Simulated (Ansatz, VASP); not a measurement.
# As (arsenene, 3 layers) in two plane-wave programs, part 2 of 2

Aim: how closely do two programs agree when they are given the same cell, functional and k mesh? The structure shown is the start of the Ansatz relaxation below; VASP solves that cell, so the two are compared at the walk's first step.

VASP 6.6.1 and Ansatz 0.2.0.

So far: Starting point; Ansatz: relaxation, PBE with D3(BJ).

**3. VASP: single point, PBE with D3(BJ), start cell**

Level of this step: PBE with D3(BJ); plane waves and PAW (As) (VASP).

The same cell, functional, mesh and smearing now go to VASP, with its own data sets.

Lines of VASP's logs that name or quote its potential files are left out, and so is its time.

INCAR reads:

```
SYSTEM = As
PREC = Accurate
ENCUT = 400
EDIFF = 1E-06
NELM = 120
ISMEAR = -1
SIGMA = 0.1
LREAL = .FALSE.
ALGO = Normal
GGA = PE
IVDW = 12
NBANDS = 21
LORBIT = 11
LWAVE = .FALSE.
LCHARG = .FALSE.
ISIF = 2
LDIPOL = .TRUE.
IDIPOL = 3
DIPOL = 0.5 0.5 0.5
LVHAR = .TRUE.
LASPH = .TRUE.
GGA_COMPAT = .FALSE.
NELMDL = -8
KPAR = 2
```

POSCAR reads:

```
As
1.0
    3.6100000000      0.0000000000      0.0000000000
   -1.8050000000      3.1263520000      0.0000000000
    0.0000000000      0.0000000000     51.4000000000
As
6
Direct
    0.6666666134      0.3333332267      0.4007782101
    0.3333332267      0.6666664534      0.4280155642
    0.0000000000      0.0000000000      0.4863813230
    0.6666666134      0.3333332267      0.5136186770
    0.3333332267      0.6666664534      0.5719844358
    0.0000000000      0.0000000000      0.5992217899
```

KPOINTS reads:

```
Automatic mesh
0
Gamma
12 12 1
0 0 0
```

PAW data sets: As (PBE family, release 64).

Launch:

```
$ mpirun -np 2 vasp_std
```

Numbers of over 12 decimals in the logs are rounded to 6 here.

What it wrote:

```text
[banner, memory and clock lines left out]
running    2 mpi-ranks, on    1 nodes
 distrk:  each k-point on    1 cores,    2 groups
 distr:  one band on    1 cores,    1 groups

 POSCAR found type information on POSCAR As
 POSCAR found :  1 types and       6 ions
 LDA part: xc-table for (Slater+PW92), standard interpolation
|                                                                             |
|           W    W    AA    RRRRR   N    N  II  N    N   GGGG   !!!           |
|           W    W   A  A   R    R  NN   N  II  NN   N  G    G  !!!           |
|           W    W  A    A  R    R  N N  N  II  N N  N  G       !!!           |
|           W WW W  AAAAAA  RRRRR   N  N N  II  N  N N  G  GGG   !            |
|           WW  WW  A    A  R   R   N   NN  II  N   NN  G    G                |
|           W    W  A    A  R    R  N    N  II  N    N   GGGG   !!!           |
|                                                                             |
|     One of the lattice vectors is very long (>50 A), but AMIN is rather     |
|     large. This can spoil convergence since charge sloshing might occur     |
|     along the long lattice vector. If problems with convergence are         |
|     observed, try to decrease AMIN to a smaller value (e.g. 0.01).          |
|     Note: This warning only applies if the self-consistency cycle is        |
|     used.                                                                   |
|                                                                             |

 POSCAR, INCAR and KPOINTS ok, starting setup
 FFT: planning ... GRIDC
 FFT: planning ... GRID_SOFT
 FFT: planning ... GRID
 WAVECAR not read
 entering main loop
       N       E                     dE             d eps       ncg     rms          rms(c)
DAV:   1     0.203529961982E+03    0.20353E+03   -0.76650E+03   806   0.790E+02
DAV:   2     0.186847436862E+00   -0.20334E+03   -0.19384E+03  1224   0.160E+02
DAV:   3    -0.271103306236E+02   -0.27297E+02   -0.27039E+02   959   0.688E+01
DAV:   4    -0.280393667143E+02   -0.92904E+00   -0.92482E+00  1139   0.157E+01
DAV:   5    -0.280576039714E+02   -0.18237E-01   -0.18203E-01  1072   0.196E+00
DAV:   6    -0.280582016918E+02   -0.59772E-03   -0.59742E-03  1205   0.346E-01
DAV:   7    -0.280582184492E+02   -0.16757E-04   -0.16756E-04  1109   0.503E-02
DAV:   8    -0.280582194534E+02   -0.10042E-05   -0.10040E-05  1130   0.110E-02    0.567E+00
DAV:   9    -0.279707592514E+02    0.87460E-01   -0.46507E-02   923   0.105E+00    0.338E+00
DAV:  10    -0.279250402506E+02    0.45719E-01   -0.97613E-02   945   0.156E+00    0.184E-01
DAV:  11    -0.279259302448E+02   -0.88999E-03   -0.35025E-03  1017   0.286E-01    0.672E-02
DAV:  12    -0.279260195562E+02   -0.89311E-04   -0.33609E-04  1075   0.106E-01    0.288E-02
DAV:  13    -0.279260016573E+02    0.17899E-04   -0.11571E-04  1102   0.470E-02    0.112E-02
DAV:  14    -0.279260121033E+02   -0.10446E-04   -0.18902E-05  1024   0.192E-02    0.656E-03
DAV:  15    -0.279260558279E+02   -0.43725E-04   -0.88842E-06  1035   0.128E-02    0.398E-03
DAV:  16    -0.279261335441E+02   -0.77716E-04   -0.21211E-05   909   0.149E-02    0.208E-03
DAV:  17    -0.279261713554E+02   -0.37811E-04   -0.26483E-06   894   0.576E-03    0.128E-03
DAV:  18    -0.279261902433E+02   -0.18888E-04   -0.62014E-07   716   0.285E-03    0.822E-04
DAV:  19    -0.279262011312E+02   -0.10888E-04   -0.16123E-07   630   0.141E-03    0.450E-04
DAV:  20    -0.279262136185E+02   -0.12487E-04   -0.32805E-07   707   0.138E-03    0.259E-04
DAV:  21    -0.279262190912E+02   -0.54726E-05   -0.10768E-07   600   0.846E-04    0.114E-04
DAV:  22    -0.279262203665E+02   -0.12754E-05   -0.27342E-08   558   0.389E-04    0.695E-05
DAV:  23    -0.279262215414E+02   -0.11748E-05   -0.20023E-08   533   0.275E-04    0.387E-05
DAV:  24    -0.279262219587E+02   -0.41738E-06   -0.69813E-09   494   0.166E-04
   1 F= -.29744595E+02 E0= -.29733791E+02  d E =-.216073E-01
```

Parts of OUTCAR (step 3):

```text
ion  position               nearest neighbor table
   1  0.667  0.333  0.401-   2 2.51   2 2.51   2 2.51
   2  0.333  0.667  0.428-   1 2.51   1 2.51   1 2.51
   3  0.000  0.000  0.486-   4 2.51   4 2.51   4 2.51
   4  0.667  0.333  0.514-   3 2.51   3 2.51   3 2.51
   5  0.333  0.667  0.572-   6 2.51   6 2.51   6 2.51
   6  0.000  0.000  0.599-   5 2.51   5 2.51   5 2.51

  LATTYP: Found a hexagonal cell.
 ALAT       =     3.6100000000
 C/A-ratio  =    14.2382271468

 Subroutine GETGRP returns: Found 12 space group operations
 (whereof  6 operations were pure point group operations)

The static configuration has the point symmetry C_3v.
 The point group associated with its full space group is D_3d.

 Found     19 irreducible k-points:

   k-points           NKPTS =     19   k-points in BZ     NKDIM =     19   number of bands    NBANDS=     21

   dimension x,y,z NGX =    24 NGY =   24 NGZ =  336
   dimension x,y,z NGXF=    48 NGYF=   48 NGZF=  672

   ENCUT  =  400.0 eV  29.40 Ry    5.42 a.u.   5.89  5.89 83.82*2*pi/ulx,y,z

   NELECT =      30.0000    total number of electrons

 k-points in reciprocal lattice and weights: Automatic mesh
   0.00000000  0.00000000  0.00000000       0.007
   0.08333333  0.00000000  0.00000000       0.042
   0.16666667  0.00000000  0.00000000       0.042
   0.25000000  0.00000000  0.00000000       0.042
   0.33333333  0.00000000  0.00000000       0.042
   0.41666667  0.00000000  0.00000000       0.042
   0.50000000  0.00000000  0.00000000       0.021
   0.08333333  0.08333333  0.00000000       0.042
   0.16666667  0.08333333  0.00000000       0.083
[...]
0.33333333  0.25000000  0.00000000       0.083
   0.33333333  0.33333333  0.00000000       0.014

 dipolmoment           0.000000      0.000000     -0.000000 electrons x Angstroem

 average (electrostatic) potential at core
       1 -57.3947       2 -57.4353       3 -57.4452       4 -57.4452       5 -57.4354
       6 -57.3947

 E-fermi :  -2.1198

 k-point     1 :       0.0000    0.0000    0.0000
  band No.  band energies     occupation
    ...
     11      -3.1788      1.99995
     12      -3.1788      1.99995
     13      -3.1610      1.99994
     14      -3.1610      1.99994
     15      -2.3476      1.81402
     16      -1.4435      0.00231
     17      -0.7235      0.00000
     18      -0.5195      0.00000
     19       0.0607      0.00000
     20       0.0607      0.00000
    ...

 k-point     2 :       0.0833    0.0000    0.0000
  band No.  band energies     occupation
    ...
     11      -3.4652      2.00000
     12      -3.3837      1.99999
     13      -3.3509      1.99999
     14      -3.3368      1.99999
     15      -2.2026      1.39185
     16      -0.8125      0.00000
     17      -0.4000      0.00000
     18      -0.0933      0.00000
     19      -0.0293      0.00000
     20       0.2550      0.00000
    ...

 k-point     3 :       0.1667    0.0000    0.0000
  band No.  band energies     occupation
    ...
     11      -3.9473      2.00000
     12      -3.8390      2.00000
     13      -3.7634      2.00000
     14      -3.3772      1.99999
     15      -2.4875      1.95061
     16      -1.0480      0.00004
     17      -0.7360      0.00000
     18      -0.5836      0.00000
     19       0.6009      0.00000
     20       0.8262      0.00000
    ...

 Edisp (eV)   -1.81837

  Total      -0.31318    -0.31318    -1.59034     0.00000     0.00000    -0.00000
  in kB      -0.86497    -0.86497    -4.39231     0.00000     0.00000    -0.00000
  external pressure =       -2.04 kB  Pullay stress =        0.00 kB

  energy-cutoff  :      400.00
  volume of cell :      580.11
      direct lattice vectors                 reciprocal lattice vectors
     3.610000000  0.000000000  0.000000000     0.277008310  0.159930808  0.000000000
    -1.805000000  3.126352000  0.000000000     0.000000000  0.319861615  0.000000000
     0.000000000  0.000000000 51.400000000     0.000000000  0.000000000  0.019455253

 POSITION                                       TOTAL-FORCE (eV/Angst)
 -----------------------------------------------------------------------------------
      1.80500      1.04212     20.60000         0.000000      0.000000      0.193680
      0.00000      2.08423     22.00000         0.000000      0.000000     -0.094084
      0.00000      0.00000     25.00000        -0.000000      0.000000      0.207888
      1.80500      1.04212     26.40000         0.000000     -0.000000     -0.207888
      0.00000      2.08423     29.40000        -0.000000     -0.000000      0.094084
      0.00000      0.00000     30.80000        -0.000000      0.000000     -0.193680
 -----------------------------------------------------------------------------------
    total drift:                               -0.000000      0.000395     -0.000049

  FREE ENERGIE OF THE ION-ELECTRON SYSTEM (eV)
  ---------------------------------------------------
  free  energy   TOTEN  =       -29.7445948856 eV

  energy  without entropy=      -29.7229875446  energy(sigma->0) =      -29.73379122

 vacuum level on the upper side and lower side of the slab         2.186         2.186

 total charge
# of ion       s       p       d       tot
------------------------------------------
    1        1.296   1.370   0.041   2.706
    2        1.301   1.362   0.043   2.705
    3        1.301   1.363   0.043   2.707
    4        1.301   1.363   0.043   2.707
    5        1.301   1.362   0.043   2.705
    6        1.296   1.370   0.041   2.706
--------------------------------------------------
tot          7.795   8.190   0.253  16.238

[... 3 further parts left out ...]
```

**4. Side by side**

Known differences besides the potentials themselves: Ansatz cuts the interaction across the vacuum, VASP repeats the sheet with a dipole correction; the data sets hold 90 valence electrons in Ansatz (on its default PAW (the set named soft_2) files) and 30 in VASP; the cutoff is 420 eV in Ansatz and 400 eV in VASP. Total energies have different zeros and are not compared.

Forces (eV/Å; atoms numbered as in POSCAR):

| atom | Ansatz x, y, z | VASP x, y, z |
| --- | --- | --- |
| As1 | 0.000, 0.000, 0.271 | 0.000, 0.000, 0.194 |
| As2 | 0.000, 0.000, -0.176 | 0.000, 0.000, -0.094 |
| As3 | 0.000, 0.000, 0.285 | 0.000, 0.000, 0.208 |
| As4 | 0.000, 0.000, -0.285 | 0.000, 0.000, -0.208 |
| As5 | 0.000, 0.000, 0.176 | 0.000, 0.000, 0.094 |
| As6 | 0.000, 0.000, -0.271 | 0.000, 0.000, -0.194 |

The forces differ by 46 meV/Å r.m.s., which is 45.7 % of the r.m.s. force of 0.100 eV/Å (both taken over all components). With vacuum in the cell, a pressure given here is an average over mostly empty space and none of the material.

**5. Outcome**

```json
{"r.m.s. force difference (single point, PBE with D3(BJ), start cell)": "46 meV/Å"}
```

**Reading.** The r.m.s. force difference is 46 meV/Å (single point, PBE with D3(BJ), start cell), beyond the 12 meV/Å picked in this series as the mark of a large difference. The data sets hold unlike numbers of valence electrons (90 in Ansatz and 30 in VASP), so part of the differences comes from the potentials. What causes the difference of the single point, PBE with D3(BJ), start cell pair stays open here. 1 further run of this series is not shown here. Such differences can come from data sets, numerical settings and the points named under the comparisons, not from the functional's error against experiment.

[Lines on the potential files, build, host, timing and source positions are cut from VASP's logs without a mark.]

[Logs are printed without paths, hosts, clocks, repeated set-up lines and the standing remarks that a program may print on its own settings, such as how far it seeks lower states.]

[Hosts, paths, dates, database ids (printed as entryN), source tags and the programs' standing remarks are cut or masked in the printed files.]
